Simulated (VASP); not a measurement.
Given:

```xyz
2
Lattice="3.1500 0.0000 0.0000 0.0000 3.1500 0.0000 0.0000 0.0000 3.1500" Properties=species:S:1:pos:R:3 pbc="T T T"
Zn     1.5750     1.5750     1.5750
Au     0.0000     0.0000     0.0000
```

All values below come from LDA (Ceperley-Alder, Perdew-Zunger), VASP's LDA PAW potentials (set 64) (plane waves; VASP). Run with 300 eV cut-off, 14×14×14 Γ-centred mesh, Fermi-Dirac smearing of 0.10 eV, potentials Zn Au.

Question: Give the energies of bands 6 to 14 at the high-symmetry points, in eV from the Fermi level.

Answer: 
| band | Γ | X | M | R |
|---|---|---|---|---|
| 6 | -7.48 | -7.33 | -6.43 | -6.42 |
| 7 | -5.42 | -5.77 | -5.05 | -6.42 |
| 8 | -5.42 | -5.49 | -4.08 | -6.42 |
| 9 | -3.73 | -4.91 | -4.08 | -3.08 |
| 10 | -3.73 | -4.91 | -3.13 | -3.08 |
| 11 | -3.73 | -3.88 | -1.98 | 1.24 |
| 12 | 4.92 | -2.37 | -1.98 | 3.52 |
| 13 | 4.92 | 10.51 | 0.82 | 3.76 |
| 14 | 4.92 | 11.07 | 2.42 | 3.76 |

It has no gap at this level: it comes out as a metal or semimetal.

The structure is a typed AuZn crystal (Pm-3m). The cell was not relaxed at this level. The electron count is odd and the run is not spin-polarised, which forces a metal.
